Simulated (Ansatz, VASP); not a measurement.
# BiAs: VASP beside Ansatz, part 2 of 3

Aim: how closely do two programs agree when they are given the same cell, functional and k mesh? The cell is generated by rule, not measured, and may not be a known phase. The cell is taken from a series of runs on this material, whose earlier steps may have relaxed, scaled, displaced or heated it; both programs get it as it stands.

VASP 6.6.1 and Ansatz 0.2.0.

So far: Set-up; Ansatz: relaxation of cell and atoms, PBEsol, pair 1.

### 3. VASP: relaxation of cell and atoms, PBEsol, pair 1

Level of this step: PBEsol; plane waves and PAW (Bi_d, As); invented cell (VASP).

The same cell, functional, mesh and smearing now go to VASP, with its own data sets.

Lines of VASP's logs that name or quote its potential files are left out, and so is its time.

Input file INCAR:

```
SYSTEM = BiAs
PREC = Accurate
ENCUT = 500
EDIFF = 1E-07
NELM = 120
ISMEAR = 1
SIGMA = 0.2
LREAL = .FALSE.
ALGO = Normal
GGA = PS
NBANDS = 26
LORBIT = 11
LWAVE = .FALSE.
LCHARG = .FALSE.
ISIF = 3
IBRION = 2
NSW = 80
EDIFFG = -0.005
LASPH = .TRUE.
GGA_COMPAT = .FALSE.
NELMIN = 4
KPAR = 2
```

Input file POSCAR:

```
BiAs
1.0
    4.9781930000      0.0000000000      0.0000000000
   -2.4890960000      4.3112410000      0.0000000000
    0.0000000000      0.0000000000      6.2617050000
Bi As
2 2
Direct
    0.3333333050      0.6666667440      0.2668638973
    0.6666664941      0.3333332560      0.7668639771
    0.6666664941      0.3333332560      0.2097952554
    0.3333333050      0.6666667440      0.7097951756
```

Input file KPOINTS:

```
Automatic mesh
0
Gamma
12 12 8
0 0 0
```

PAW data sets: Bi_d and As (PBE family, release 64).

On the command line:

```sh
mpirun -np 2 vasp_std
```

Numbers of over 12 decimals in the logs are rounded to 6 here.

Log:

```text
[banner, memory and clock lines left out]
running    2 mpi-ranks, on    1 nodes
 distrk:  each k-point on    1 cores,    2 groups
 distr:  one band on    1 cores,    1 groups

 POSCAR found type information on POSCAR BiAs
 POSCAR found :  2 types and       4 ions
|                                                                             |
|               ----> ADVICE to this user running VASP <----                  |
|                                                                             |
|     You enforced a specific xc type in the INCAR file but a different       |
|     [... a line on the potential file left out ...]
|     I HOPE YOU KNOW WHAT YOU ARE DOING!                                     |
|                                                                             |

 LDA part: xc-table for (Slater+PW92), standard interpolation
 POSCAR, INCAR and KPOINTS ok, starting setup
 FFT: planning ... GRIDC
 FFT: planning ... GRID_SOFT
 FFT: planning ... GRID
 WAVECAR not read
 entering main loop
       N       E                     dE             d eps       ncg     rms          rms(c)
DAV:   1     0.371923233471E+03    0.37192E+03   -0.19378E+04  5012   0.153E+03
DAV:   2     0.199012489236E+02   -0.35202E+03   -0.34658E+03  5202   0.396E+02
DAV:   3    -0.171795699098E+02   -0.37081E+02   -0.36292E+02  6316   0.145E+02
DAV:   4    -0.186211475814E+02   -0.14416E+01   -0.14371E+01  5582   0.305E+01
DAV:   5    -0.186834327476E+02   -0.62285E-01   -0.62272E-01  7082   0.623E+00    0.341E+00
DAV:   6    -0.182945303874E+02    0.38890E+00   -0.13674E+00  5930   0.518E+00    0.175E+00
DAV:   7    -0.182901270721E+02    0.44033E-02   -0.20144E-01  5512   0.172E+00    0.944E-01
DAV:   8    -0.182856593026E+02    0.44678E-02   -0.38677E-02  5766   0.118E+00    0.183E-01
DAV:   9    -0.182842975044E+02    0.13618E-02   -0.10834E-02  5610   0.571E-01    0.719E-02
DAV:  10    -0.182844944392E+02   -0.19693E-03   -0.10565E-03  6558   0.147E-01    0.429E-02
DAV:  11    -0.182846391134E+02   -0.14467E-03   -0.40148E-04  5418   0.108E-01    0.114E-02
DAV:  12    -0.182846387083E+02    0.40512E-06   -0.35021E-05  6114   0.314E-02    0.891E-03
DAV:  13    -0.182846405250E+02   -0.18167E-05   -0.94420E-06  4604   0.127E-02    0.377E-03
DAV:  14    -0.182846408093E+02   -0.28425E-06   -0.75954E-07  5840   0.618E-03    0.288E-03
DAV:  15    -0.182846411243E+02   -0.31508E-06   -0.42580E-07  4188   0.413E-03    0.138E-03
DAV:  16    -0.182846411389E+02   -0.14571E-07   -0.60892E-08  2748   0.168E-03
   1 F= -.18284641E+02 E0= -.18286059E+02  d E =-.182846E+02
 curvature:   0.00 expect dE= 0.000E+00 dE for cont linesearch  0.000E+00
 trial: gam= 0.00000 g(F)=  0.169E-04 g(S)=  0.789E-04 ort = 0.000E+00 (trialstep = 0.100E+01)
 search vector abs. value=  0.957E-04
 bond charge predicted
       N       E                     dE             d eps       ncg     rms          rms(c)
DAV:   1    -0.182855107550E+02   -0.86963E-03   -0.29381E-02  6056   0.199E+00    0.153E-01
DAV:   2    -0.182848238606E+02    0.68689E-03   -0.18003E-03  5958   0.514E-01    0.673E-02
DAV:   3    -0.182846560111E+02    0.16785E-03   -0.72923E-04  6096   0.317E-01    0.112E-02
DAV:   4    -0.182846559942E+02    0.16907E-07   -0.42761E-05  5374   0.519E-02    0.572E-03
DAV:   5    -0.182846545318E+02    0.14624E-05   -0.49122E-06  7118   0.182E-02    0.229E-03
DAV:   6    -0.182846543129E+02    0.21884E-06   -0.64167E-07  5198   0.793E-03    0.707E-04
DAV:   7    -0.182846542767E+02    0.36189E-07   -0.57275E-08  2616   0.220E-03
   2 F= -.18284654E+02 E0= -.18286155E+02  d E =-.131378E-04
 trial-energy change:   -0.000013  1 .order   -0.000016   -0.000096    0.000063
 step:   0.5732(harm=  0.6033)  dis= 0.00026  next Energy=   -18.284668 (dE=-0.268E-04)
 bond charge predicted
       N       E                     dE             d eps       ncg     rms          rms(c)
DAV:   1    -0.182848222591E+02   -0.16795E-03   -0.53389E-03  6054   0.847E-01    0.653E-02
DAV:   2    -0.182846951515E+02    0.12711E-03   -0.32800E-04  5946   0.219E-01    0.287E-02
DAV:   3    -0.182846655630E+02    0.29589E-04   -0.13239E-04  6086   0.135E-01    0.480E-03
DAV:   4    -0.182846668246E+02   -0.12617E-05   -0.77769E-06  5354   0.223E-02    0.244E-03
DAV:   5    -0.182846675066E+02   -0.68196E-06   -0.90003E-07  6798   0.784E-03    0.981E-04
DAV:   6    -0.182846676305E+02   -0.12392E-06   -0.98338E-08  2606   0.340E-03    0.297E-04
DAV:   7    -0.182846676407E+02   -0.10219E-07   -0.27738E-08  2572   0.185E-03
   3 F= -.18284668E+02 E0= -.18286133E+02  d E =-.265018E-04
 curvature:  -0.30 expect dE=-0.104E-06 dE for cont linesearch -0.262E-07
 trial: gam=-0.02659 g(F)=  0.343E-06 g(S)=  0.506E-08 ort = 0.289E-05 (trialstep = 0.915E+00)
 search vector abs. value=  0.262E-06
 reached required accuracy - stopping structural energy minimisation
```

Parts of OUTCAR (step 3):

```text
ion  position               nearest neighbor table
   1  0.333  0.667  0.267-   4 2.77   3 2.90   3 2.90   3 2.90
   2  0.667  0.333  0.767-   3 2.77   4 2.90   4 2.90   4 2.90
   3  0.667  0.333  0.210-   2 2.77   1 2.90   1 2.90   1 2.90
   4  0.333  0.667  0.710-   1 2.77   2 2.90   2 2.90   2 2.90

  LATTYP: Found a hexagonal cell.
 ALAT       =     4.9781930000
 C/A-ratio  =     1.2578268862

 Subroutine GETGRP returns: Found 12 space group operations
 (whereof  6 operations were pure point group operations)

The static configuration has the point symmetry C_3v.
 The point group associated with its full space group is C_6v.

 Found     95 irreducible k-points:

   k-points           NKPTS =     95   k-points in BZ     NKDIM =     95   number of bands    NBANDS=     26

   dimension x,y,z NGX =    36 NGY =   36 NGZ =   48
   dimension x,y,z NGXF=    72 NGYF=   72 NGZF=   96

   ENCUT  =  500.0 eV  36.75 Ry    6.06 a.u.   9.08  9.08 11.42*2*pi/ulx,y,z

   NELECT =      40.0000    total number of electrons

 k-points in reciprocal lattice and weights: Automatic mesh
   0.00000000  0.00000000  0.00000000       0.001
   0.08333333  0.00000000  0.00000000       0.005
   0.16666667  0.00000000  0.00000000       0.005
   0.25000000  0.00000000  0.00000000       0.005
   0.33333333  0.00000000  0.00000000       0.005
   0.41666667 -0.00000000  0.00000000       0.005
   0.50000000  0.00000000  0.00000000       0.003
   0.08333333  0.08333333  0.00000000       0.005
   0.16666667  0.08333333  0.00000000       0.010
[...]
0.33333333  0.25000000  0.50000000       0.010
   0.33333333  0.33333333  0.50000000       0.002

 average (electrostatic) potential at core
       1-106.5719       2-106.5719       3 -50.1127       4 -50.1127

 E-fermi :   4.5961

 k-point     1 :       0.0000    0.0000    0.0000
  band No.  band energies     occupation
    ...
     18       2.6431      2.00000
     19       2.6431      2.00000
     20       2.6586      2.00000
     21       4.6361      0.66863
     22       4.6362      0.66854
     23       6.8137     -0.00000
     24       6.8137     -0.00000
     25       7.5236     -0.00000
     26       8.1156     -0.00000

 k-point     2 :       0.0833    0.0000    0.0000
  band No.  band energies     occupation
    ...
     17       1.0381      2.00000
     18       2.5560      2.00000
     19       2.5801      2.00000
     20       2.7678      2.00000
     21       4.6154      0.83773
     22       4.7868     -0.03915
     23       6.7932     -0.00000
     24       6.9651     -0.00000
     25       7.5521     -0.00000
     26       8.3492     -0.00000

 k-point     3 :       0.1667    0.0000    0.0000
  band No.  band energies     occupation
    ...
     17       1.3757      2.00000
     18       2.2930      2.00000
     19       2.4212      2.00000
     20       3.0617      2.00000
     21       4.6444      0.60437
     22       5.1928     -0.00020
     23       6.7984     -0.00000
     24       7.3794     -0.00000
     25       7.6306     -0.00000
     26       8.8869      0.00000

  Total        0.0004162      0.0004162      0.0002698      0.0000000      0.0000000      0.0000000
  in kB        0.0049575      0.0049575      0.0032141      0.0000000      0.0000000      0.0000000
  external PRESSURE =       0.0043763 kB  Pullay stress =       0.0000000 kB

  energy-cutoff  :      500.00
  volume of cell :      134.50
      direct lattice vectors                 reciprocal lattice vectors
     4.979052328  0.000000000  0.000000000     0.200841432  0.115955848  0.000000000
    -2.489525664  4.311985199  0.000000000    -0.000000000  0.231911742  0.000000000
     0.000000000 -0.000000000  6.264854033     0.000000000  0.000000000  0.159620638

 POSITION                                       TOTAL-FORCE (eV/Angst)
 -----------------------------------------------------------------------------------
     -0.00000      2.87466      1.67160        -0.000000     -0.000000     -0.001334
      2.48953      1.43733      4.80403         0.000000      0.000000     -0.001334
      2.48953      1.43733      1.31460         0.000000     -0.000000      0.001334
     -0.00000      2.87466      4.44702         0.000000     -0.000000      0.001334
 -----------------------------------------------------------------------------------
    total drift:                                0.000916     -0.000149     -0.001812

  FREE ENERGIE OF THE ION-ELECTRON SYSTEM (eV)
  ---------------------------------------------------
  free  energy   TOTEN  =       -18.2846676407 eV

  energy  without entropy=      -18.2890635800  energy(sigma->0) =      -18.28613295

 reached required accuracy - stopping structural energy minimisation

 total charge
# of ion       s       p       d       tot
------------------------------------------
    1        1.562   1.256   9.930  12.747
    2        1.562   1.256   9.930  12.747
    3        1.294   1.401   0.022   2.717
    4        1.294   1.401   0.022   2.717
--------------------------------------------------
tot          5.711   5.313  19.904  30.928

[... 3 further parts left out ...]
```

### 4. Differences

Known differences besides the potentials themselves: the data sets hold 60 valence electrons in Ansatz (on its default PAW (the set named soft_2) files) and 40 in VASP; the cutoff is 420 eV in Ansatz and 500 eV in VASP; Ansatz makes its cores anew for this functional, VASP keeps those of its PBE data sets; Ansatz adds a Pulay correction to the stress that steers its cell, VASP none. Total energies have different zeros and are not compared.

The two programs side by side:

| quantity | Ansatz | VASP | difference |
| --- | --- | --- | --- |
| volume (Å³) | 134.39 | 134.50 | -0.08 % |
| edge a after relaxation, in the typed setting (Å) | 4.978 | 4.979 | -0.02 % |
| edge c after relaxation, in the typed setting (Å) | 6.262 | 6.265 | -0.05 % |

### 5. Ansatz: relaxation of cell and atoms, PBEsol, pair 2

The relaxed volume is the usual yardstick between codes: in a stiff, nearly cubic crystal its relative difference is about their pressure difference at one cell divided by the bulk modulus. Its start cell is another than that of the pair before, and may be another structure of the material.

The cell is taken from a series of runs on this material, whose earlier steps may have relaxed, scaled, displaced or heated it; both programs get it as it stands.

Input file input.yaml:

```yaml
crystal:
  lattice:
    - [4.9853134204, 0.0, 0.0]
    - [-2.4926567102, 4.3174080679, 0.0]
    - [0.0, 0.0, 6.0393646641]
  atoms:
    - { symbol: Bi, position: [0.3333333333, 0.6666666667, 0.25] }
    - { symbol: Bi, position: [0.6666666667, 0.3333333333, 0.75] }
    - { symbol: As, position: [0.6666666667, 0.3333333333, 0.25] }
    - { symbol: As, position: [0.3333333333, 0.6666666667, 0.75] }
kpoints:
  mp_grid: { grid: [12, 12, 8] }
hamiltonian:
  xc: pbesol
scf:
  occupations: { method: gaussian, width: 0.1 }
output:
  forces: true
  stress: true
  eigenvalues: true
relax:
  adjacent_minimum: "off"
  f_tol: 0.005
  max_steps: 80
  cell: { stress_tol: 0.05 }
```

On the command line:

```sh
ansatz run input.yaml --threads 4 --pin off --max-ram 7168MiB --backend cpu --events-out ev --progress --plain --runs-dir out
```

Log:

```text
[...]
Crystal: 4 atoms, lattice volume = 129.989 Å³
Basis set: ecut = 420 eV, 2559 PW (Γ), exchange–correlation on 72×72×90 points (8 copies of the dense FFT grid, shifted against one another)
Bands: 36, of which v1, the nominal top of the filled ones, is band 30 counted from 1 (29 counted from 0)
Symmetry: 24 space group operations
[...]
k-points: 95 of 1152
[...]
--- Relaxed structure (3 steps of the walk, 3 accepted, 1 SCFs on fresh bases) ---
[...]
cell:  # Å, volume = 130.0037 Å³
    - [4.981435, 0, 0]
    - [-2.490717, 4.314049, 0]
    - [0, 0, 6.049455]
  atoms:
    - { symbol: Bi, position: [0.333333, 0.666667, 0.25] }
    - { symbol: Bi, position: [0.666667, 0.333333, 0.750000] }
    - { symbol: As, position: [0.666667, 0.333333, 0.25] }
    - { symbol: As, position: [0.333333, 0.666667, 0.750000] }
[key lines of the parts left out:]
SCF converged after 4 iterations
Free energy (F): -34109.412480 eV
Fermi energy:    8.350969 eV
P = ⅓ Tr σ = -0.0013 GPa (-0.013 kbar)
```

### 6. VASP: relaxation of cell and atoms, PBEsol, pair 2

The same cell, functional, mesh and smearing now go to VASP, with its own data sets.

Changes to INCAR since step 3:

```diff
@@ -5,4 +5,4 @@
 NELM = 120
-ISMEAR = 1
-SIGMA = 0.2
+ISMEAR = 0
+SIGMA = 0.1
 LREAL = .FALSE.
```

Input file POSCAR:

```
BiAs
1.0
    4.9853130000      0.0000000000      0.0000000000
   -2.4926570000      4.3174080000      0.0000000000
    0.0000000000      0.0000000000      6.0393650000
Bi As
2 2
Direct
    0.3333334002      0.6666666667      0.2499999586
    0.6666668004      0.3333333333      0.7499998758
    0.6666668004      0.3333333333      0.2499999586
    0.3333334002      0.6666666667      0.7499998758
```

KPOINTS is that of step 3.

On the command line:

```sh
mpirun -np 2 vasp_std
```

Log:

```text
[banner, memory and clock lines left out]
running    2 mpi-ranks, on    1 nodes
[...]
[... a notice as in an earlier step ...]

 LDA part: xc-table for (Slater+PW92), standard interpolation
 POSCAR, INCAR and KPOINTS ok, starting setup
[...]
entering main loop
       N       E                     dE             d eps       ncg     rms          rms(c)
DAV:   1     0.372041329212E+03    0.37204E+03   -0.19452E+04  4988   0.153E+03
DAV:   2     0.191682293152E+02   -0.35287E+03   -0.34704E+03  5230   0.398E+02
DAV:   3    -0.171860038977E+02   -0.36354E+02   -0.35546E+02  6312   0.144E+02
DAV:   4    -0.185727135825E+02   -0.13867E+01   -0.13814E+01  5648   0.302E+01
[...]
DAV:  14    -0.181916562244E+02   -0.24079E-06   -0.26875E-07  5264   0.514E-03    0.146E-03
DAV:  15    -0.181916563844E+02   -0.16006E-06   -0.16758E-07  3722   0.244E-03    0.756E-04
DAV:  16    -0.181916563744E+02    0.10072E-07   -0.30385E-08  2790   0.121E-03
   1 F= -.18191656E+02 E0= -.18187895E+02  d E =-.181917E+02
[...]
DAV:   5    -0.181918501113E+02    0.23483E-05   -0.14717E-05  7406   0.398E-02    0.278E-03
DAV:   6    -0.181918503238E+02   -0.21257E-06   -0.16802E-06  5906   0.145E-02    0.121E-03
DAV:   7    -0.181918504468E+02   -0.12291E-06   -0.94682E-08  3000   0.251E-03    0.256E-04
DAV:   8    -0.181918504813E+02   -0.34580E-07   -0.24518E-08  2630   0.182E-03
   2 F= -.18191850E+02 E0= -.18188121E+02  d E =-.194107E-03
 trial-energy change:   -0.000194  1 .order   -0.000197   -0.000444    0.000051
 step:   0.8944(harm=  0.8972)  dis= 0.00000  next Energy=   -18.191853 (dE=-0.197E-03)
[...]
N       E                     dE             d eps       ncg     rms          rms(c)
DAV:   1    -0.181918772614E+02   -0.26815E-04   -0.86397E-04  5204   0.243E-01    0.221E-02
DAV:   2    -0.181918600852E+02    0.17176E-04   -0.35461E-05  5434   0.701E-02    0.127E-02
DAV:   3    -0.181918526343E+02    0.74509E-05   -0.25023E-05  5966   0.593E-02    0.288E-03
DAV:   4    -0.181918531557E+02   -0.52143E-06   -0.36893E-06  5758   0.212E-02    0.113E-03
DAV:   5    -0.181918531982E+02   -0.42479E-07   -0.15806E-07  3194   0.539E-03
   3 F= -.18191853E+02 E0= -.18188121E+02  d E =-.196824E-03
[...]
reached required accuracy - stopping structural energy minimisation
```

OUTCAR, selected parts (step 6):

```text
  Total       -0.0121059     -0.0121059     -0.0060153      0.0000000      0.0000000      0.0000000
  in kB       -0.1490329     -0.1490329     -0.0740534      0.0000000      0.0000000      0.0000000
  external PRESSURE =      -0.1240397 kB  Pullay stress =       0.0000000 kB

 POSITION                                       TOTAL-FORCE (eV/Angst)
 -----------------------------------------------------------------------------------
      0.00000      2.87712      1.51285        -0.000000      0.000000     -0.000000
      2.49166      1.43856      4.53854         0.000000     -0.000000     -0.000000
      2.49166      1.43856      1.51285        -0.000000     -0.000000      0.000000
      0.00000      2.87712      4.53854        -0.000000      0.000000      0.000000
 -----------------------------------------------------------------------------------
    total drift:                               -0.000801      0.000061      0.000736

  FREE ENERGIE OF THE ION-ELECTRON SYSTEM (eV)
  ---------------------------------------------------
  free  energy   TOTEN  =       -18.1918531982 eV

  energy  without entropy=      -18.1843883644  energy(sigma->0) =      -18.18812078

[... 2 parts as in an earlier step ...]

[... 2 further parts left out ...]
[key lines of the parts left out:]
E-fermi :   4.7552
```

### 7. Side by side

What differs besides the data sets and the points named for the pairs above, as far as they apply: the data sets hold 60 valence electrons in Ansatz (on its default PAW (the set named soft_2) files) and 40 in VASP. Total energies have different zeros and are not compared.

Compared:

| quantity | Ansatz | VASP | difference |
| --- | --- | --- | --- |
| volume (Å³) | 130.00 | 130.14 | -0.11 % |
| edge a after relaxation, in the typed setting (Å) | 4.981 | 4.983 | -0.04 % |
| edge c after relaxation, in the typed setting (Å) | 6.050 | 6.051 | -0.03 % |

(Part 2 of 3 ends here.)

[Lines on the potential files, build, host, timing and source positions are cut from VASP's logs without a mark.]

[Logs are printed without paths, hosts, clocks, repeated set-up lines and the standing remarks that a program may print on its own settings, such as how far it seeks lower states.]

[Hosts, paths, dates, database ids (printed as entryN), source tags and the programs' standing remarks are cut or masked in the printed files.]
